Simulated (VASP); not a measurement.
# A VASP study of BAs (r2SCAN + rVV10): structure first, properties next, part 2 of 8

Aim: relax BAs with r2SCAN + rVV10, compute its properties on that cell and hold them against experiment. The start is a cell from a database of measured crystal structures.

VASP 6.6.1, plane waves and PAW; the level of theory is named at each step.

So far. Step 2 (Relaxing cell and atoms (r2SCAN + rVV10)): It ends with forces that vanish by symmetry and a pressure of 0.01 GPa. The volume lies +0.2 % from that of the database's start. The relaxed cell has a = 4.780 Å (conventional setting).

## Step 3: Single point with fields (r2SCAN + rVV10)

Level of this step: r2SCAN with rVV10; plane waves and PAW (B, As) (VASP).

A single point on the relaxed cell gives a clean self-consistent state, with density, ELF and potential written out.

File INCAR:

```
SYSTEM = BAs
PREC = Accurate
ENCUT = 420
EDIFF = 1E-06
NELM = 100
ISMEAR = 0
SIGMA = 0.05
LREAL = .FALSE.
ALGO = Normal
METAGGA = R2SCAN
LUSE_VDW = .TRUE.
IVDW_NL = 2
BPARAM = 11.95
CPARAM = 0.0093
LASPH = .TRUE.
NBANDS = 10
LORBIT = 11
LWAVE = .FALSE.
LCHARG = .TRUE.
ISIF = 2
LELF = .TRUE.
LVHAR = .TRUE.
```

File POSCAR:

```
BAs
1.0
    0.0000000000      2.3898420644      2.3898420644
    2.3898420644      0.0000000000      2.3898420644
    2.3898420644      2.3898420644      0.0000000000
B As
1 1
Direct
    0.0000000000      0.0000000000      0.0000000000
    0.2500000000      0.2500000000      0.2500000000
```

File KPOINTS:

```
Automatic mesh
0
Gamma
7 7 7
0 0 0
```

The projector-augmented-wave data sets are B and As (PBE family, release 64).

On the command line:

```sh
$ mpirun -np 2 vasp_std
```

Output:

```text
[banner, memory and clock lines left out]
running    2 mpi-ranks, on    1 nodes
 distrk:  each k-point on    2 cores,    1 groups
 distr:  one band on    1 cores,    2 groups

 POSCAR found type information on POSCAR B As
 POSCAR found :  2 types and       2 ions
 [... a notice as in an earlier step ...]

 [... a notice as in an earlier step ...]

 LDA part: xc-table for (None), standard interpolation
 POSCAR, INCAR and KPOINTS ok, starting setup
 FFT: planning ... GRIDC
 FFT: planning ... GRID_SOFT
 FFT: planning ... GRID
 WAVECAR not read
 entering main loop
       N       E                     dE             d eps       ncg     rms          rms(c)
Total rVV10 correction in eV:      0.0897774    10.0781823
DAV:   1    -0.171197716971E+01   -0.17120E+01   -0.34139E+03   400   0.615E+02
DAV:   2    -0.231176989771E+02   -0.21406E+02   -0.20585E+02   556   0.101E+02
DAV:   3    -0.237289950383E+02   -0.61130E+00   -0.60992E+00   486   0.163E+01
DAV:   4    -0.237303982533E+02   -0.14032E-02   -0.14032E-02   488   0.887E-01
DAV:   5    -0.237303997938E+02   -0.15405E-05   -0.15406E-05   492   0.303E-02    0.498E+00
Total rVV10 correction in eV:      0.0982655    10.0781822
DAV:   6    -0.221687487480E+02    0.15617E+01   -0.97187E-01   420   0.538E+00    0.281E+00
Total rVV10 correction in eV:      0.1084110    10.0781822
DAV:   7    -0.221339627375E+02    0.34786E-01   -0.18937E-01   464   0.237E+00    0.961E-01
Total rVV10 correction in eV:      0.1154842    10.0781822
DAV:   8    -0.221308899296E+02    0.30728E-02   -0.15916E-02   452   0.966E-01    0.917E-02
Total rVV10 correction in eV:      0.1159904    10.0781822
DAV:   9    -0.221310556004E+02   -0.16567E-03   -0.36001E-04   456   0.150E-01    0.453E-02
Total rVV10 correction in eV:      0.1162867    10.0781822
DAV:  10    -0.221311002244E+02   -0.44624E-04   -0.30843E-05   436   0.540E-02    0.162E-02
Total rVV10 correction in eV:      0.1163661    10.0781822
DAV:  11    -0.221311006265E+02   -0.40206E-06   -0.51744E-06   478   0.210E-02
Total rVV10 correction in eV:      0.1163763    10.0781822
Total rVV10 correction in eV:      0.1163747    10.0781822
   1 F= -.22131101E+02 E0= -.22131101E+02  d E =-.274325E-20
```

Wall time 9 s (2 MPI ranks of Intel Xeon 6975P-C (Granite Rapids), shared host); peak memory 0.33 GiB.

OUTCAR, selected parts (step 3):

```text
  LATTYP: Found a face centered cubic cell.
 ALAT       =     4.7796841288

The static configuration has the point symmetry T_d .

 Found     20 irreducible k-points:

   ENCUT  =  420.0 eV  30.87 Ry    5.56 a.u.   5.65  5.65  5.65*2*pi/ulx,y,z

   NELECT =       8.0000    total number of electrons

 E-fermi :   6.3210

 k-point     1 :       0.0000    0.0000    0.0000
  band No.  band energies     occupation
      1     -10.1452      2.00000
      2       6.0086      2.00000
      3       6.0086      2.00000
      4       6.0086      2.00000
      5       9.4431      0.00000
      6       9.4431      0.00000
      7       9.4431      0.00000
      8      11.1345      0.00000
      9      16.2907      0.00000
    ...

 k-point     2 :       0.1429    0.0000    0.0000
  band No.  band energies     occupation
      1      -9.7947      2.00000
      2       3.4938      2.00000
      3       5.4314      2.00000
      4       5.4314      2.00000
      5       9.6287      0.00000
      6      10.2014      0.00000
      7      10.2014      0.00000
      8      12.7478      0.00000
      9      17.4828      0.00000
    ...

  Total        0.0036408      0.0036408      0.0036408     -0.0000000      0.0000000      0.0000000
  in kB        0.2136838      0.2136838      0.2136838     -0.0000000      0.0000000      0.0000000
  external PRESSURE =       0.2136838 kB  Pullay stress =       0.0000000 kB

  energy-cutoff  :      420.00
  volume of cell :       27.30
      direct lattice vectors                 reciprocal lattice vectors
     0.000000000  2.389842064  2.389842064    -0.209218846  0.209218846  0.209218846
     2.389842064  0.000000000  2.389842064     0.209218846 -0.209218846  0.209218846
     2.389842064  2.389842064  0.000000000     0.209218846  0.209218846 -0.209218846

 POSITION                                       TOTAL-FORCE (eV/Angst)
 -----------------------------------------------------------------------------------
      0.00000      0.00000      0.00000         0.000000      0.000000      0.000000
      1.19492      1.19492      1.19492        -0.000000     -0.000000     -0.000000
 -----------------------------------------------------------------------------------
    total drift:                                0.000000      0.000000      0.000000

  FREE ENERGIE OF THE ION-ELECTRON SYSTEM (eV)
  ---------------------------------------------------
  free  energy   TOTEN  =       -22.1311006265 eV

  energy  without entropy=      -22.1311006265  energy(sigma->0) =      -22.13110063

[... 6 parts as in an earlier step ...]

[... 5 further parts left out ...]
```

This step gave:

```
SCF cycles : 11
pressure   : 0.02137 GPa
```

Valence electrons inside each PAW sphere by angular momentum. Sphere charges, by row:

| atom | s (e) | p (e) | d (e) | tot (e) |
| --- | --- | --- | --- | --- |
| B1 | 0.667 | 1.163 | 0 | 1.83 |
| As2 | 1.17 | 1.694 | 0.092 | 2.956 |

Electrostatic potential energy in the ac plane of a cell with a along [110], b along [-110] and c along [001] of the cube at fractional y = 0.000, with atoms of B and As within 0.2 Å of it. With pseudopotentials it is smooth inside the atoms' cores, unlike the true potential.

Ten even steps from '_' (-42 eV) to '@' (3 eV), each cell a mean:
```
++--####****####--**==++%%##**##%%++==
==**##::____--##**==++##++____..++##++
%%%%++__----__++%%%%%%##::__==__::##%%
@@%%++__----__++%%@@@@##....++__::%%@@
@@@@##::____::##@@@@@@%%++______++%%@@
@@@@%%##++++##%%@@@@@@@@%%**++**%%@@@@
@@@@@@@@@@@@@@@@@@@@@@@@@@@@@@@@@@@@@@
@@@@@@@@@@@@@@@@@@@@@@@@@@@@@@@@@@@@@@
@@@@@@@@@@@@@@@@@@@@@@@@@@@@@@@@@@@@@@
@@@@@@@@@@@@@@@@@@@@@@@@@@@@@@@@@@@@@@
##%%@@@@@@@@@@@@%%##%%@@@@@@@@@@@@@@%%
--++%%@@@@@@@@%%++----##@@@@@@@@@@##--
%%--##@@@@@@@@##--%%++==%%@@@@@@%%==++
```
Columns run along a (6.8 Å; values clipped at the 3rd and 97th percentile), rows up along c (4.8 Å), edges of the conventional cell, whose origin can differ from the input's. Atoms in or near the plane, at fractional coordinates: B at (0.50, 0.00), B at (0.00, 0.00), As at (0.75, 0.75), As at (0.25, 0.75).

ELF in the ac plane of a cell with a along [110], b along [-110] and c along [001] of the cube at fractional y = 0.000, with atoms of B and As within 0.2 Å of it. It is the smooth field of the valence electrons, not physical close to the nuclei.

Ten even steps from '0' (0.01) to '9' (0.92), each cell a mean:
```
2699779961489878983
6899779986799878997
6898558986799646997
3577557753477646774
1367777531146777641
0136776310025777520
0013443100002444200
0000110000000111000
1100000011100000001
4310000134320000023
6531001356641000246
4442112444443212344
0366446630156545651
```
Columns run along a (6.8 Å), rows up along c (4.8 Å), edges of the conventional cell, whose origin can differ from the input's. Atoms in or near the plane, at fractional coordinates: B at (0.50, 0.00), B at (0.00, 0.00), As at (0.75, 0.75), As at (0.25, 0.75).

Valence density in the ac plane of a cell with a along [110], b along [-110] and c along [001] of the cube at fractional y = 0.000, with atoms of B and As within 0.2 Å of it. It is the smooth field of the valence electrons, not physical close to the nuclei.

Ten even steps from '0' (-0.12 e/Å³) to '9' (0.76 e/Å³), each cell a mean:
```
7987667897898767898
8999779988899868998
5687117865578404875
3466116643357404753
2346666432236767632
1235665321224665422
1223333221122333221
2222222222222222222
2221111222222111222
3321112233322111223
6432112346542212245
8643223468753222357
6864334686775434577
```
Columns run along a (6.8 Å), rows up along c (4.8 Å), edges of the conventional cell, whose origin can differ from the input's. Atoms in or near the plane, at fractional coordinates: B at (0.50, 0.00), B at (0.00, 0.00), As at (0.75, 0.75), As at (0.25, 0.75).

In this run the pressure is 0.02 GPa, small enough to go on.

## Step 4: Bands along the symmetry lines (r2SCAN + rVV10)

Levels along the symmetry lines show where the bands peak and cross; KPOINTS_OPT computes them in the converged potential.

INCAR: that of step 3 with these lines changed.

```diff
@@ -15,8 +15,6 @@
 LASPH = .TRUE.
-NBANDS = 10
+NBANDS = 16
 LORBIT = 11
 LWAVE = .FALSE.
-LCHARG = .TRUE.
-ISIF = 2
-LELF = .TRUE.
-LVHAR = .TRUE.
+LCHARG = .FALSE.
+KPAR = 2
```

POSCAR is that of step 3.

KPOINTS is that of step 3.

File KPOINTS_OPT:

```
Line mode
16
Line-mode
Reciprocal
  0.00000000   0.00000000   0.00000000 GAMMA
  0.50000000   0.00000000   0.50000000 X

  0.50000000   0.00000000   0.50000000 X
  0.50000000   0.25000000   0.75000000 W

  0.50000000   0.25000000   0.75000000 W
  0.37500000   0.37500000   0.75000000 K

  0.37500000   0.37500000   0.75000000 K
  0.00000000   0.00000000   0.00000000 GAMMA

  0.00000000   0.00000000   0.00000000 GAMMA
  0.50000000   0.50000000   0.50000000 L

  0.50000000   0.50000000   0.50000000 L
  0.62500000   0.25000000   0.62500000 U

  0.62500000   0.25000000   0.62500000 U
  0.50000000   0.25000000   0.75000000 W

  0.50000000   0.25000000   0.75000000 W
  0.50000000   0.50000000   0.50000000 L

  0.50000000   0.50000000   0.50000000 L
  0.37500000   0.37500000   0.75000000 K

  0.62500000   0.25000000   0.62500000 U
  0.50000000   0.00000000   0.50000000 X
```

On the command line:

```sh
$ mpirun -np 2 vasp_std
```

Output:

```text
[banner, memory and clock lines left out]
running    2 mpi-ranks, on    1 nodes
 distrk:  each k-point on    1 cores,    2 groups
 distr:  one band on    1 cores,    1 groups

 POSCAR found type information on POSCAR B As
 POSCAR found :  2 types and       2 ions
 [... a notice as in an earlier step ...]

 [... a notice as in an earlier step ...]

 LDA part: xc-table for (None), standard interpolation
 POSCAR, INCAR and KPOINTS ok, starting setup
 FFT: planning ... GRIDC
 FFT: planning ... GRID_SOFT
 FFT: planning ... GRID
 WAVECAR not read
 entering main loop
       N       E                     dE             d eps       ncg     rms          rms(c)
Total rVV10 correction in eV:      0.0897774    10.0781823
Total rVV10 correction in eV:      0.0897774    10.0781823
DAV:   1    -0.112229475222E+01   -0.11223E+01   -0.30788E+03   640   0.381E+02
DAV:   2    -0.232191622212E+02   -0.22097E+02   -0.21368E+02   864   0.865E+01
DAV:   3    -0.237296899273E+02   -0.51053E+00   -0.51012E+00   720   0.109E+01
DAV:   4    -0.237303989101E+02   -0.70898E-03   -0.70898E-03   872   0.496E-01
DAV:   5    -0.237303997959E+02   -0.88582E-06   -0.88580E-06   744   0.170E-02    0.498E+00
Total rVV10 correction in eV:      0.0982655    10.0781822
Total rVV10 correction in eV:      0.0982655    10.0781822
DAV:   6    -0.221690920665E+02    0.15613E+01   -0.80296E-01   760   0.336E+00    0.276E+00
Total rVV10 correction in eV:      0.1084698    10.0781822
Total rVV10 correction in eV:      0.1084698    10.0781822
DAV:   7    -0.221335889966E+02    0.35503E-01   -0.15685E-01   792   0.152E+00    0.976E-01
Total rVV10 correction in eV:      0.1155661    10.0781822
Total rVV10 correction in eV:      0.1155661    10.0781822
DAV:   8    -0.221309027024E+02    0.26863E-02   -0.12915E-02   808   0.625E-01    0.928E-02
Total rVV10 correction in eV:      0.1160817    10.0781822
Total rVV10 correction in eV:      0.1160817    10.0781822
DAV:   9    -0.221310780100E+02   -0.17531E-03   -0.55177E-04   696   0.113E-01    0.461E-02
Total rVV10 correction in eV:      0.1163097    10.0781822
Total rVV10 correction in eV:      0.1163097    10.0781822
DAV:  10    -0.221311012297E+02   -0.23220E-04   -0.32709E-05   800   0.297E-02    0.120E-02
Total rVV10 correction in eV:      0.1163579    10.0781822
Total rVV10 correction in eV:      0.1163579    10.0781822
DAV:  11    -0.221311007202E+02    0.50959E-06   -0.50378E-06   800   0.124E-02
Total rVV10 correction in eV:      0.1163754    10.0781822
Total rVV10 correction in eV:      0.1163754    10.0781822
Total rVV10 correction in eV:      0.1163756    10.0781822
Total rVV10 correction in eV:      0.1163756    10.0781822
   1 F= -.22131101E+02 E0= -.22131101E+02  d E =-.330914E-25
 Start KPOINTS_OPT (optional k-point list driver)
k-point batch [1-20\160]
       N       E                     dE             ncg
DAV:   1     0.422847529656E+03   -0.31100E+04      640
DAV:   2    -0.233858517527E+02   -0.44623E+03      832
DAV:   3    -0.365130238839E+02   -0.13127E+02      768
DAV:   4    -0.365333458159E+02   -0.20322E-01      792
DAV:   5    -0.365333714299E+02   -0.25614E-04      792
DAV:   6    -0.365333714813E+02   -0.51376E-07      712
[...]
k-point batch [141-160\160]
       N       E                     dE             ncg
DAV:   1     0.228008295784E+03   -0.61611E+04      640
DAV:   2    -0.225973507279E+03   -0.45398E+03      888
DAV:   3    -0.236787678978E+03   -0.10814E+02      792
DAV:   4    -0.236806345670E+03   -0.18667E-01      792
DAV:   5    -0.236806374039E+03   -0.28369E-04      840
DAV:   6    -0.236806374105E+03   -0.66398E-07      672
```

The job ended after 24 s (2 MPI ranks; peak memory 0.39 GiB; 47 s of CPU time).

From OUTCAR (step 4):

```text
The static configuration has the point symmetry T_d .

 Found     20 irreducible k-points:

   k-points           NKPTS =     20   k-points in BZ     NKDIM =     20   number of bands    NBANDS=     16

   NELECT =       8.0000    total number of electrons

 E-fermi :   6.3635

 k-point     1 :       0.0000    0.0000    0.0000
  band No.  band energies     occupation
      1     -10.1452      2.00000
      2       6.0087      2.00000
      3       6.0087      2.00000
      4       6.0087      2.00000
      5       9.4431      0.00000
      6       9.4431      0.00000
      7       9.4431      0.00000
      8      11.1345      0.00000
      9      16.2906      0.00000
    ...

 k-point     2 :       0.1429    0.0000    0.0000
  band No.  band energies     occupation
      1      -9.7946      2.00000
      2       3.4938      2.00000
      3       5.4314      2.00000
      4       5.4314      2.00000
      5       9.6287      0.00000
      6      10.2014      0.00000
      7      10.2014      0.00000
      8      12.7478      0.00000
      9      17.4827      0.00000
    ...

  Total        0.0032850      0.0032850      0.0032850      0.0000000      0.0000000      0.0000000
  in kB        0.1928035      0.1928035      0.1928035      0.0000000      0.0000000      0.0000000
  external PRESSURE =       0.1928035 kB  Pullay stress =       0.0000000 kB

 POSITION                                       TOTAL-FORCE (eV/Angst)
 -----------------------------------------------------------------------------------
      0.00000      0.00000      0.00000        -0.000000     -0.000000     -0.000000
      1.19492      1.19492      1.19492         0.000000      0.000000      0.000000
 -----------------------------------------------------------------------------------
    total drift:                                0.000000      0.000000      0.000000

  FREE ENERGIE OF THE ION-ELECTRON SYSTEM (eV)
  ---------------------------------------------------
  free  energy   TOTEN  =       -22.1311007202 eV

  energy  without entropy=      -22.1311007202  energy(sigma->0) =      -22.13110072

[... 8 parts as in an earlier step ...]

[... 5 further parts left out ...]
```

Spin-orbit coupling is off here; it would split degenerate levels, and it lifts a valence top of As p states by about 0.1 eV.

This step gave:

```
bands                             : 16
Fermi energy                      : 6.364 eV
pressure                          : 0.01928 GPa
least gap on mesh and path        : 1.335 eV
least direct gap on mesh and path : 3.434 eV
conduction bottom at k            : 0.4, 0, 0.4
```

The electronic bands at the labelled points (eV, zero at the valence-band top; v1 is the highest filled band, c1 the lowest empty one):

| point | v3 | v2 | v1 | c1 | c2 | c3 | c4 |
| --- | --- | --- | --- | --- | --- | --- | --- |
| Γ | 0.00 | 0.00 | 0.00 | 3.43 | 3.43 | 3.43 | 5.13 |
| 0.47 of the way | -3.94 | -2.67 | -2.67 | 1.93 | 5.16 | 7.46 | 7.46 |
| X | -9.06 | -4.31 | -4.31 | 1.58 | 1.65 | 12.14 | 12.14 |
| 0.47 of the way | -8.88 | -4.99 | -4.88 | 2.93 | 3.08 | 10.49 | 10.86 |
| W | -8.60 | -5.74 | -5.45 | 5.65 | 6.44 | 7.14 | 7.39 |
| 0.47 of the way | -8.62 | -6.05 | -4.61 | 3.78 | 6.06 | 8.38 | 8.90 |
| K | -8.67 | -6.23 | -3.69 | 2.24 | 5.94 | 9.78 | 10.38 |
| 0.47 of the way | -5.77 | -4.28 | -1.38 | 4.24 | 5.39 | 6.38 | 7.52 |
| Γ | 0.00 | 0.00 | 0.00 | 3.43 | 3.43 | 3.43 | 5.13 |
| 0.47 of the way | -4.79 | -1.13 | -1.13 | 3.38 | 4.82 | 4.82 | 8.27 |
| L | -9.25 | -1.94 | -1.94 | 2.95 | 5.04 | 5.04 | 9.51 |
| 0.47 of the way | -8.90 | -4.23 | -2.64 | 3.36 | 6.06 | 6.62 | 9.60 |
| U | -8.67 | -6.23 | -3.69 | 2.24 | 5.94 | 9.78 | 10.38 |
| 0.47 of the way | -8.63 | -6.09 | -4.44 | 3.46 | 6.03 | 8.60 | 9.17 |
| W | -8.60 | -5.74 | -5.45 | 5.65 | 6.44 | 7.14 | 7.39 |
| 0.47 of the way | -8.70 | -5.01 | -3.40 | 4.37 | 5.12 | 8.16 | 9.61 |
| L | -9.25 | -1.94 | -1.94 | 2.95 | 5.04 | 5.04 | 9.51 |
| 0.53 of the way | -8.81 | -4.68 | -2.80 | 3.20 | 6.55 | 7.03 | 9.32 |
| K | -8.67 | -6.23 | -3.69 | 2.24 | 5.94 | 9.78 | 10.38 |
| jump to U | -8.67 | -6.23 | -3.69 | 2.24 | 5.94 | 9.78 | 10.38 |
| 0.53 of the way | -8.97 | -5.07 | -4.17 | 1.75 | 2.87 | 11.48 | 11.60 |
| X | -9.06 | -4.31 | -4.31 | 1.58 | 1.65 | 12.14 | 12.14 |

Of the projections kept (B, As), the largest for each band there; the rest of the weight can lie on other orbitals:

| point | v3 | v2 | v1 | c1 | c2 | c3 | c4 |
| --- | --- | --- | --- | --- | --- | --- | --- |
| Γ | As 0.53 | As 0.53 | As 0.53 | As 0.67 | As 0.67 | As 0.67 | B 0.57 |
| X | B 0.59 | As 0.58 | As 0.58 | As 0.52 | As 0.63 | B 0.53 | B 0.53 |
| W | B 0.63 | As 0.66 | As 0.55 | B 0.68 | B 0.66 | As 1.00 | As 0.66 |
| K | B 0.60 | As 0.61 | As 0.58 | As 0.56 | B 0.53 | As 0.52 | As 0.53 |
| Γ | As 0.53 | As 0.53 | As 0.53 | As 0.67 | As 0.67 | As 0.67 | B 0.57 |
| L | As 0.52 | As 0.56 | As 0.56 | B 0.50 | As 0.65 | As 0.65 | B 0.73 |

The electronic bands as a text plot (rows in eV, shown from -8.0 to 5.1 only):

```
    4.9 |                      +  +  +++++++     + +++++++    +
    4.3 | +  +      +        ++++   +                +
    3.8 |+    +        +    +   ++ ++      +          ++  +
    3.2 |++                +     ++  ++++++ +   +       ++ +
    2.7 |  +   +   +    +++                  ++             +  +
    2.1 |   +   + +                            +             ++
    1.6 |    +++++                                             ++
    1.0 |
    0.5 |
   -0.1 |*                      ****
   -0.6 | *                   **   **
   -1.2 | **                 *  *    **
   -1.7 |  *                    *      ****             *
   -2.3 |   *              **  *    *     **           * **
   -2.8 |    *                *            **         **   *
   -3.4 |   * *          **    *             **      **   * **
   -3.9 |      *        *            *         *    *         *
   -4.4 |       ***    *     **             *   *    *     *   **
   -5.0 |    *     **                            * *           *
   -5.5 |     *     ***    ***        *      *    * *       *
   -6.1 |              ** *                   **** *         **
   -6.6 |                *
   -7.2 |      *            *          *
   -7.7 |                  *
         Γ       X    W  K        Γ      L     U  W     L   K|U X
```

The path lowers the gap by 0.02 eV against the mesh alone, so a band edge lies off the mesh.

(Continued in part 3 of 8.)

[Lines on the potential files, build, host, timing and source positions are cut from VASP's logs without a mark.]

[Logs are printed without paths, hosts, clocks, repeated set-up lines and the standing remarks that a program may print on its own settings, such as how far it seeks lower states.]

[Hosts, paths, dates, database ids (printed as entryN), source tags and the programs' standing remarks are cut or masked in the printed files.]

[A measured line is paired with the nearest computed mode of its activity, which favours agreement.]
